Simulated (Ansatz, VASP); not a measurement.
# Te3Mo in two plane-wave programs

Wanted: the spread between two codes on one cell, functional and k mesh. The cell is invented: As first built, before any earlier steps moved the atoms (in the runner's words): Mo for W, Te for O in the WO3 structure of space group Pm-3m. It may not be a known or stable phase. The two relaxations start from unlike cells of this crystal (the structure described is Ansatz's start), so only their ends are compared.

Main program and level: Ansatz 0.2.0; plane waves, with VASP 6.6.1 beside it; relaxation of cell and atoms at LDA.

**1. The structure**

The structure is cubic, space group Pm-3m (No. 221). The conventional cell has a = 4.864 Å, b = 4.864 Å, c = 4.864 Å, α = 90.00°, β = 90.00°, γ = 90.00°. Nearest to Mo lie 6 Te at 2.43 Å. Nearest to Te lie 2 Mo at 2.43 Å. It derives from WO3. As first built, before any earlier steps moved the atoms (in the runner's words): Mo for W, Te for O in the WO3 structure of space group Pm-3m. Farther neighbours and most contacts between anions are not listed.

**2. Ansatz: relaxation of cell and atoms, LDA**

Ansatz runs on its default PAW (the set named soft_2) files.

The relaxed volume is the usual yardstick between codes: in a stiff, nearly cubic crystal its relative difference is about their pressure difference at one cell divided by the bulk modulus.

Input file input.yaml:

```yaml
crystal:
  lattice:
    - [4.8635509121, 0.0, 0.0]
    - [0.0, 4.8635509121, 0.0]
    - [0.0, 0.0, 4.8635509121]
  atoms:
    - { symbol: Mo, position: [0.0, 0.0, 0.0] }
    - { symbol: Te, position: [0.0, 0.0, 0.5] }
    - { symbol: Te, position: [0.0, 0.5, 0.0] }
    - { symbol: Te, position: [0.5, 0.0, 0.0] }
kpoints:
  mp_grid: { grid: [4, 4, 4] }
scf:
  occupations: { method: gaussian, width: 0.03 }
hamiltonian:
  xc: lda
output:
  forces: true
  stress: true
relax:
  f_tol: 0.02
  max_steps: 60
  cell: {}
```

Run with:

```sh
> ansatz run input.yaml --threads 2 --pin off --max-ram 4096MiB --backend cpu --events-out ev --progress --plain --runs-dir out
```

Numbers of over 12 decimals in the logs are rounded to 6 here.

The log of the run:

```text
Engine: ansatz 0.2.0, aarch64-unknown-linux-gnu
Pseudopotentials: kind: paw
Pseudopotential: Mo, paw, valence charge 14, recommended cutoff 420 eV (normal), Mo.paw.azcp
Pseudopotential: Te, paw, valence charge 16, recommended cutoff 420 eV (normal), Te.paw.azcp
Functional definition: SPW92
  exchange = slater_x
  correlation = pw_c
Crystal: 4 atoms, lattice volume = 115.043 Å³
Basis set: ecut = 420 eV, 2301 PW (Γ)
Bands: 38, of which v1, the nominal top of the filled ones, is band 31 counted from 1 (30 counted from 0)
Symmetry: 48 space group operations
Space group: Pm-3m (ITA 221), of the structure as read, at distance tolerance 4.9e-5 Å
k-points: 10 of 64
Non-local potential: Mo, projectors of the file, l = 0: 3, l = 1: 2, l = 2: 2, l = 3: 1
Non-local potential: Te, projectors of the file, l = 0: 2, l = 1: 2, l = 2: 2, l = 3: 2
PAW form: soft (Blöchl's): semilocal exchange-correlation on the pseudo side does not see the compensation charge
PAW frozen core: Mo, regenerated for the run's functional, and the local potential with it (the file was generated under x = pbe(κ = 0.804, μ = 0.219515), c = pbe(β = 0.066725))
PAW frozen core: Te, regenerated for the run's functional, and the local potential with it (the file was generated under x = pbe(κ = 0.804, μ = 0.219515), c = pbe(β = 0.066725))
PAW one-centre angular grid: Mo, 590 points (default); XC on 64 Gauss nodes
PAW one-centre angular grid: Te, 590 points (default); XC on 64 Gauss nodes
Initial density: superposition of atomic densities (neutral atoms: chi_scale 0, normalization atom), corrected by the library's trained network
Initial wavefunctions: pseudopotential atomic-orbital guess
Functional: x = slater, c = lda
SCF iter   1: F=—  HF=-25320.506061 eV  |F-HF|=—  |Δ(HF+E_count)|=         —  Δρ=2.05e-2  dr2=9.60e-1  ethr=1.77e-3  ⟨swp⟩=7.9  Hψ=1648  notcnv=0
preconditioner: auto → LDOS  [insulator: Δε(μ)=0.062 eV  Ē_g=8.375 eV  σ=0.030 eV  W_gap=0.63  n_scr=26 (ndim 8)  ℏωp=17.0 eV  f_vac=0.136  D(μ)=5.10/eV (n_scr^D=32)  ε∞_Penn≈5.1  β→1.0]
SCF iter   2: F=—  HF=-25320.408540 eV  |F-HF|=—  |Δ(HF+E_count)|=   9.75e-2  Δρ=4.53e-3  dr2=3.55e-2  ethr=1.55e-3  ⟨swp⟩=2.0  Hψ=508  notcnv=0  defer=3
SCF iter   3: F=—  HF=-25320.405253 eV  |F-HF|=—  |Δ(HF+E_count)|=   3.29e-3  Δρ=3.21e-3  dr2=2.40e-2  ethr=5.73e-5  ⟨swp⟩=2.1  Hψ=547  notcnv=0  defer=17
SCF iter   4: F=—  HF=-25320.402834 eV  |F-HF|=—  |Δ(HF+E_count)|=   2.42e-3  Δρ=9.97e-4  dr2=2.00e-3  ethr=3.88e-5  ⟨swp⟩=2.1  Hψ=491  notcnv=0  defer=17
SCF iter   5: F=—  HF=-25320.402792 eV  |F-HF|=—  |Δ(HF+E_count)|=   4.20e-5  Δρ=5.91e-4  dr2=1.01e-3  ethr=3.23e-6  ⟨swp⟩=2.1  Hψ=442  notcnv=0  defer=17
SCF iter   6: F=—  HF=-25320.402722 eV  |F-HF|=—  |Δ(HF+E_count)|=   7.01e-5  Δρ=1.64e-4  dr2=6.89e-5  ethr=1.62e-6  ⟨swp⟩=1.0  Hψ=363  notcnv=0  defer=17
SCF iter   7: F=—  HF=-25320.402721 eV  |F-HF|=—  |Δ(HF+E_count)|=   5.78e-7  Δρ=4.08e-5  dr2=4.86e-6  ethr=1.11e-7  ⟨swp⟩=1.9  Hψ=406  notcnv=0  defer=17
SCF iter   8: F=—  HF=-25320.402721 eV  |F-HF|=—  |Δ(HF+E_count)|=   3.76e-8  Δρ=8.07e-6  dr2=1.45e-7  ethr=7.83e-9  ⟨swp⟩=2.3  Hψ=435  notcnv=0  defer=17
SCF iter   9: F=-25320.402721 eV  HF=-25320.402721 eV  |F-HF|=7.86e-10  |Δ(HF+E_count)|=   9.60e-9  Δρ=1.50e-6  dr2=4.41e-9  ethr=1.61e-10  ⟨swp⟩=4.7  Hψ=1167  notcnv=0
SCF 1 converged in 9 iterations: F = -25320.402721 eV  dr2 = 4.41e-9
  greatest PAW one-centre occupation: 1.000 electrons in one spin orbital (limit 2), on the Te atom at site 3 (counted from 0), in its partial waves of l = 2
relax step   1: F+E_penalty+E_count = -25320.40272150 eV  Δ(F+E_penalty+E_count) = +0.000e0 eV  max|allowed force component| = 7.527e-30 eV/Å  Δτ_max = 0.0000 Å  P = +22.729 GPa  Ω = 115.043 Å³  (9 SCF iters, dr2 threshold 1.00e-7 eV, accepted)
[...]
relax step   3: F+E_penalty+E_count = -25322.09338785 eV  Δ(F+E_penalty+E_count) = -1.959e-1 eV  max|allowed force component| = 2.892e-30 eV/Å  Δτ_max = 0.0000 Å  P = +1.562 GPa  Ω = 141.001 Å³  energy of the carried Pulay correction = -5.305e-3 eV  (7 SCF iters, dr2 threshold 4.00e-7 eV, accepted)
[...]
relax step   4: F+E_penalty+E_count = -25322.10886158 eV  Δ(F+E_penalty+E_count) = -1.547e-2 eV  max|allowed force component| = 5.444e-30 eV/Å  Δτ_max = 0.0000 Å  P = -0.133 GPa  Ω = 144.725 Å³  energy of the carried Pulay correction = -5.980e-3 eV  (5 SCF iters, dr2 threshold 4.00e-7 eV, accepted)
[...]
relax step   5: F+E_penalty+E_count = -25322.10904855 eV  Δ(F+E_penalty+E_count) = -1.870e-4 eV  max|allowed force component| = 2.465e-30 eV/Å  Δτ_max = 0.0000 Å  P = -0.001 GPa  Ω = 144.415 Å³  energy of the carried Pulay correction = -5.925e-3 eV  (5 SCF iters, dr2 threshold 4.45e-8 eV, accepted)
[...]
relax step   6: F+E_penalty+E_count = -25322.11528645 eV  Δ(F+E_penalty+E_count) = -6.238e-3 eV  max|allowed force component| = 2.689e-29 eV/Å  Δτ_max = 0.0000 Å  P = +0.036 GPa  Ω = 144.415 Å³  stress off target by 3.57e-2 GPa  SCF on the basis re-selected at this cell (its energy is not comparable with the rows above)  (6 SCF iters)
basis re-selected at this cell: Δ(F+E_penalty+E_count) = -6.238e-3 eV, ΔP = +0.037 GPa vs the last step (what re-selecting the basis moved, of the pressure what is left beyond the Pulay correction that the steps carried, after the strain that the cell walked since its last selection, with what the two solves' SCF thresholds leave and, on support functions, any second-order correction that the steps lacked; it is no m [...]
SCF converged after 6 iterations
Free energy (F): -25322.115286 eV
Harris-Foulkes:  -25322.115286 eV  (|F-HF|=2.18e-11)
Internal energy: -25322.111786 eV  (E = F + TS)
E sigma→0 (E₀):  -25322.113536 eV
Entropy (-TS):   -0.003500 eV (-0.875 meV/atom)
Fermi energy:    7.077585 eV
--- Per-component energies (eV) ---
  E_band       = -1117.030286
  E_kinetic    = 988.285086
  E_local      = -6931.029760  (includes V_loc(G=0)·N_el)
  E_nonlocal   = -764.682624
  E_hartree    = 3714.311111
  E_xc         = -552.319285
  E_vxc        = -541.093395  (∫ρ·V_xc dr)
  E_paw        = -16620.909516  (= ΣΔE_a)
  E_vpaw       = -1297.131054  (= ΣTr[D̂ρ^β])
  E_aug_tail   = -0.000519  (compensation charges beyond the density's cutoff)
  E_ewald      = -5158.275078
  E_core_change = 2.508800  (= ΣΔE_core)
  E_smearing   = -0.003500  (= −TS)
  E_closure    = 0.000000  (closes the sum)
  Σ components = -25322.115286   (vs F -25322.115286, Δ=0.00e0)
--- Forces (eV/Å), atoms counted from 1 ---
  atom   1  Mo     0.00000000     0.00000000    -0.00000000
  atom   2  Te     0.00000000     0.00000000    -0.00000000
  atom   3  Te     0.00000000    -0.00000000    -0.00000000
  atom   4  Te    -0.00000000     0.00000000    -0.00000000
  max |Σ_I F_I| component: 6.05e-30 eV/Å
--- Stress (GPa, compression-positive) ---
        0.035722       0.000000       0.000000
        0.000000       0.035722       0.000000
        0.000000       0.000000       0.035722
  P = ⅓ Tr σ = 0.0357 GPa (0.357 kbar)
--- Relaxed structure (5 steps of the walk, 5 accepted, 1 SCFs on fresh bases) ---
  F+E_penalty+E_count = -25322.11528645 eV   max|allowed force component| = 2.689e-29 eV/Å   (the final SCF, on the basis selected at the relaxed cell)
  cell:  # Å, volume = 144.4155 Å³
    - [5.246519, 0, 0]
    - [0, 5.246519, 0]
    - [0, 0, 5.246519]
  atoms:
    - { symbol: Mo, position: [0, 0, 0] }
    - { symbol: Te, position: [0, 0, 0.500000] }
    - { symbol: Te, position: [0, 0.500000, 0] }
    - { symbol: Te, position: [0.500000, 0, 0] }
```

**3. VASP: relaxation of cell and atoms, LDA**

Its own start cell and the same functional (in two slightly different forms), mesh and smearing now go to VASP, with its own data sets.

Lines of VASP's logs that name or quote its potential files are left out, and so is its time.

Input file INCAR:

```
SYSTEM = Te3Mo
PREC = Accurate
ENCUT = 500
EDIFF = 1E-07
NELM = 120
ISMEAR = 0
SIGMA = 0.03
LREAL = .FALSE.
ALGO = Normal
GGA = CA
NBANDS = 22
LASPH = .TRUE.
LORBIT = 11
LWAVE = .FALSE.
LCHARG = .FALSE.
ISIF = 3
IBRION = 2
NSW = 80
EDIFFG = -0.005
GGA_COMPAT = .FALSE.
NELMIN = 4
```

Input file POSCAR:

```
Te3Mo
1.0
    5.2486611702      0.0000000000      0.0000000000
    0.0000000000      5.2486611702      0.0000000000
    0.0000000000      0.0000000000      5.2486611702
Mo Te
1 3
Direct
    0.0000000000      0.0000000000      0.0000000000
    0.0000000000      0.0000000000      0.4999998972
    0.0000000000      0.4999998972      0.0000000000
    0.4999998972      0.0000000000      0.0000000000
```

Input file KPOINTS:

```
Automatic mesh
0
Gamma
4 4 4
0 0 0
```

PAW data sets: Mo_sv and Te (LDA family, release 64).

Run with:

```sh
> mpirun -np 1 vasp_std
```

The log of the run:

```text
[banner, memory and clock lines left out]
running    1 mpi-ranks, on    1 nodes
 distrk:  each k-point on    1 cores,    1 groups
 distr:  one band on    1 cores,    1 groups

 POSCAR found type information on POSCAR MoTe
 POSCAR found :  2 types and       4 ions
 LDA part: xc-table for (Slater(with rela. corr.)+CA(PZ))
 , standard interpolation
 POSCAR, INCAR and KPOINTS ok, starting setup
 FFT: planning ... GRIDC
 FFT: planning ... GRID_SOFT
 FFT: planning ... GRID
 WAVECAR not read
 entering main loop
       N       E                     dE             d eps       ncg     rms          rms(c)
DAV:   1     0.172925639049E+03    0.17293E+03   -0.14004E+04   560   0.121E+03
DAV:   2    -0.111957127491E+02   -0.18412E+03   -0.17603E+03   546   0.260E+02
DAV:   3    -0.221130706377E+02   -0.10917E+02   -0.10144E+02   526   0.522E+01
DAV:   4    -0.223817880491E+02   -0.26872E+00   -0.26750E+00   554   0.867E+00
DAV:   5    -0.223867617001E+02   -0.49737E-02   -0.49735E-02   548   0.119E+00    0.167E+01
DAV:   6    -0.236257892813E+02   -0.12390E+01   -0.99266E+00   458   0.211E+01    0.144E+01
DAV:   7    -0.214908781848E+02    0.21349E+01   -0.54763E+00   476   0.199E+01    0.642E+00
DAV:   8    -0.212487068514E+02    0.24217E+00   -0.49738E-01   458   0.518E+00    0.154E+00
DAV:   9    -0.212416816563E+02    0.70252E-02   -0.54064E-02   518   0.129E+00    0.103E+00
DAV:  10    -0.212423429981E+02   -0.66134E-03   -0.10855E-02   488   0.759E-01    0.491E-01
DAV:  11    -0.212393679982E+02    0.29750E-02   -0.16438E-03   506   0.341E-01    0.180E-01
DAV:  12    -0.212390327349E+02    0.33526E-03   -0.80794E-04   500   0.178E-01    0.503E-02
DAV:  13    -0.212390527194E+02   -0.19984E-04   -0.51175E-05   476   0.555E-02    0.306E-02
DAV:  14    -0.212390549224E+02   -0.22030E-05   -0.92718E-06   506   0.240E-02    0.113E-02
DAV:  15    -0.212390547993E+02    0.12304E-06   -0.22809E-06   470   0.118E-02    0.503E-03
DAV:  16    -0.212390546818E+02    0.11754E-06   -0.23688E-07   418   0.290E-03    0.170E-03
DAV:  17    -0.212390546556E+02    0.26144E-07   -0.70191E-08   352   0.176E-03
   1 F= -.21239055E+02 E0= -.21237298E+02  d E =-.212391E+02
 curvature:   0.00 expect dE= 0.000E+00 dE for cont linesearch  0.000E+00
 trial: gam= 0.00000 g(F)=  0.000E+00 g(S)=  0.582E-04 ort = 0.000E+00 (trialstep = 0.100E+01)
 search vector abs. value=  0.582E-04
 bond charge predicted
       N       E                     dE             d eps       ncg     rms          rms(c)
DAV:   1    -0.212401527606E+02   -0.10981E-02   -0.13348E-02   476   0.101E+00    0.313E-01
DAV:   2    -0.212454431295E+02   -0.52904E-02   -0.13694E-02   476   0.101E+00    0.594E-01
DAV:   3    -0.212390881809E+02    0.63549E-02   -0.58828E-03   482   0.653E-01    0.618E-02
DAV:   4    -0.212390816922E+02    0.64887E-05   -0.69109E-04   470   0.124E-01    0.475E-02
DAV:   5    -0.212390552388E+02    0.26453E-04   -0.42336E-05   458   0.554E-02    0.260E-02
DAV:   6    -0.212390598031E+02   -0.45644E-05   -0.37651E-06   476   0.151E-02    0.210E-02
DAV:   7    -0.212390557472E+02    0.40559E-05   -0.60418E-06   464   0.209E-02    0.485E-03
DAV:   8    -0.212390554710E+02    0.27627E-06   -0.50452E-07   452   0.496E-03    0.142E-03
DAV:   9    -0.212390554766E+02   -0.56712E-08   -0.32560E-08   262   0.918E-04
   2 F= -.21239055E+02 E0= -.21237303E+02  d E =-.820972E-06
 trial-energy change:   -0.000001  1 .order    0.000001   -0.000058    0.000060
 step:   0.5148(harm=  0.4911)  dis= 0.00000  next Energy=   -21.239070 (dE=-0.152E-04)
 bond charge predicted
       N       E                     dE             d eps       ncg     rms          rms(c)
DAV:   1    -0.212393222360E+02   -0.26677E-03   -0.31376E-03   470   0.490E-01    0.149E-01
DAV:   2    -0.212406176977E+02   -0.12955E-02   -0.29119E-03   464   0.468E-01    0.343E-01
DAV:   3    -0.212390777069E+02    0.15400E-02   -0.14929E-03   470   0.323E-01    0.277E-02
DAV:   4    -0.212390706446E+02    0.70623E-05   -0.10403E-04   470   0.572E-02    0.101E-02
DAV:   5    -0.212390695560E+02    0.10886E-05   -0.42291E-06   470   0.157E-02    0.101E-02
DAV:   6    -0.212390694967E+02    0.59331E-07   -0.25201E-07   408   0.322E-03
   3 F= -.21239069E+02 E0= -.21237315E+02  d E =-.148411E-04
 curvature:  -0.25 expect dE=-0.500E-06 dE for cont linesearch -0.500E-06
 trial: gam= 0.00000 g(F)=  0.529E-49 g(S)=  0.204E-05 ort =-0.109E-04 (trialstep = 0.903E+00)
 search vector abs. value=  0.204E-05
 reached required accuracy - stopping structural energy minimisation
```

From OUTCAR (step 3):

```text
ion  position               nearest neighbor table
   1  0.000  0.000  0.000-   2 2.62   3 2.62   4 2.62   2 2.62   3 2.62   4 2.62
   2  0.000  0.000  0.500-   1 2.62   1 2.62
   3  0.000  0.500  0.000-   1 2.62   1 2.62
   4  0.500  0.000  0.000-   1 2.62   1 2.62

  LATTYP: Found a simple cubic cell.
 ALAT       =     5.2486611702

 Subroutine GETGRP returns: Found 48 space group operations
 (whereof 48 operations were pure point group operations)

The static configuration has the point symmetry O_h .

 Found     10 irreducible k-points:

   k-points           NKPTS =     10   k-points in BZ     NKDIM =     10   number of bands    NBANDS=     22

   dimension x,y,z NGX =    40 NGY =   40 NGZ =   40
   dimension x,y,z NGXF=    80 NGYF=   80 NGZF=   80

   ENCUT  =  500.0 eV  36.75 Ry    6.06 a.u.   9.57  9.57  9.57*2*pi/ulx,y,z

   NELECT =      32.0000    total number of electrons

 k-points in reciprocal lattice and weights: Automatic mesh
   0.00000000  0.00000000  0.00000000       0.016
   0.25000000  0.00000000  0.00000000       0.094
   0.50000000  0.00000000  0.00000000       0.047
   0.25000000  0.25000000  0.00000000       0.188
   0.50000000  0.25000000  0.00000000       0.188
   0.50000000  0.50000000  0.00000000       0.047
   0.25000000  0.25000000  0.25000000       0.125
   0.50000000  0.25000000  0.25000000       0.188
   0.50000000  0.50000000  0.25000000       0.094
   0.50000000  0.50000000  0.50000000       0.016

 average (electrostatic) potential at core
       1 -78.2140       2 -90.9213       3 -90.9213       4 -90.9213

 E-fermi :   4.2830

 k-point     1 :       0.0000    0.0000    0.0000
  band No.  band energies     occupation
    ...
     12       2.5967      2.00000
     13       2.5967      2.00000
     14       3.5155      2.00000
     15       3.5155      2.00000
     16       3.5155      2.00000
     17       4.3566      0.00053
     18       4.3566      0.00053
     19       4.4971      0.00000
     20       4.4971      0.00000
     21       4.4971      0.00000
    ...

 k-point     2 :       0.2500    0.0000    0.0000
  band No.  band energies     occupation
    ...
     13       2.6046      2.00000
     14       2.8009      2.00000
     15       3.2156      2.00000
     16       4.0309      2.00000
     17       4.0309      2.00000
     18       4.3781      0.00001
     19       4.8208      0.00000
     20       4.8208      0.00000
     21       5.7142      0.00000
     22       7.6849      0.00000

 k-point     3 :       0.5000    0.0000    0.0000
  band No.  band energies     occupation
    ...
     13       2.1823      2.00000
     14       2.6125      2.00000
     15       2.9629      2.00000
     16       4.1703      2.00000
     17       4.1703      2.00000
     18       4.3892      0.00000
     19       5.2411      0.00000
     20       5.2411      0.00000
     21       5.9347      0.00000
     22       9.4745      0.00000

  Total       -0.0075083     -0.0075083     -0.0075083      0.0000000      0.0000000     -0.0000000
  in kB       -0.0831346     -0.0831346     -0.0831346      0.0000000      0.0000000     -0.0000000
  external PRESSURE =      -0.0831346 kB  Pullay stress =       0.0000000 kB

  energy-cutoff  :      500.00
  volume of cell :      144.70
      direct lattice vectors                 reciprocal lattice vectors
     5.249968206  0.000000000 -0.000000000     0.190477344  0.000000000 -0.000000000
    -0.000000000  5.249968206  0.000000000    -0.000000000  0.190477344  0.000000000
     0.000000000 -0.000000000  5.249968206     0.000000000 -0.000000000  0.190477344

 POSITION                                       TOTAL-FORCE (eV/Angst)
 -----------------------------------------------------------------------------------
      0.00000      0.00000      0.00000         0.000000      0.000000      0.000000
      0.00000     -0.00000      2.62498         0.000000     -0.000000      0.000000
     -0.00000      2.62498      0.00000        -0.000000      0.000000      0.000000
      2.62498      0.00000     -0.00000         0.000000      0.000000      0.000000
 -----------------------------------------------------------------------------------
    total drift:                               -0.000025     -0.000025     -0.000025

  FREE ENERGIE OF THE ION-ELECTRON SYSTEM (eV)
  ---------------------------------------------------
  free  energy   TOTEN  =       -21.2390694967 eV

  energy  without entropy=      -21.2355600306  energy(sigma->0) =      -21.23731476

 reached required accuracy - stopping structural energy minimisation

 total charge
# of ion       s       p       d       tot
------------------------------------------
    1        2.273   6.168   4.002  12.442
    2        1.391   1.970   0.043   3.404
    3        1.391   1.970   0.043   3.404
    4        1.391   1.970   0.043   3.404
--------------------------------------------------
tot          6.445  12.079   4.131  22.655

[... 3 further parts left out ...]
```

CONTCAR:

```
Te3Mo
   1.00000000000000
     5.2499682055033166    0.0000000000000000   -0.0000000000000000
    -0.0000000000000000    5.2499682055033166    0.0000000000000000
     0.0000000000000000   -0.0000000000000000    5.2499682055033166
  Mo              Te
     1     3
Direct
     0.0000000000000000    0.0000000000000000    0.0000000000000000
     0.0000000000000000    0.0000000000000000    0.4999998971999986
     0.0000000000000000    0.4999998971999986    0.0000000000000000
     0.4999998971999986    0.0000000000000000    0.0000000000000000
```

The k-mesh is coarse for a metal.

**4. Side by side**

Known differences besides the potentials themselves: the two LDA forms differ slightly; the data sets hold 62 valence electrons in Ansatz (on its default PAW (the set named soft_2) files) and 32 in VASP; the cutoff is 420 eV in Ansatz and 500 eV in VASP; VASP's log shows a relativistic correction to its local exchange, Ansatz's none; Ansatz adds a Pulay correction to the stress that steers its cell, VASP none. Total energies have different zeros and are not compared.

Compared:

| quantity | Ansatz | VASP | difference |
| --- | --- | --- | --- |
| volume (Å³) | 144.42 | 144.70 | -0.20 % |
| edge a after relaxation, in the typed setting (Å) | 5.247 | 5.250 | -0.07 % |

**5. Outcome**

| Property | Result |
| --- | --- |
| difference in volume (relaxation of cell and atoms, LDA) | -0.20 % |

The difference in volume is -0.20 % (relaxation of cell and atoms, LDA), within the 1.2 % picked in this series as the mark of a large difference, as far as the stopping tolerances let one tell. The data sets hold unlike numbers of valence electrons (62 in Ansatz and 32 in VASP), so part of the differences comes from the potentials. How closely two codes agree says nothing of how well the functional describes the real material.

[Lines on the potential files, build, host, timing and source positions are cut from VASP's logs without a mark.]

[Logs are printed without paths, hosts, clocks, repeated set-up lines and the standing remarks that a program may print on its own settings, such as how far it seeks lower states.]

[Hosts, paths, dates, database ids (printed as entryN), source tags and the programs' standing remarks are cut or masked in the printed files.]
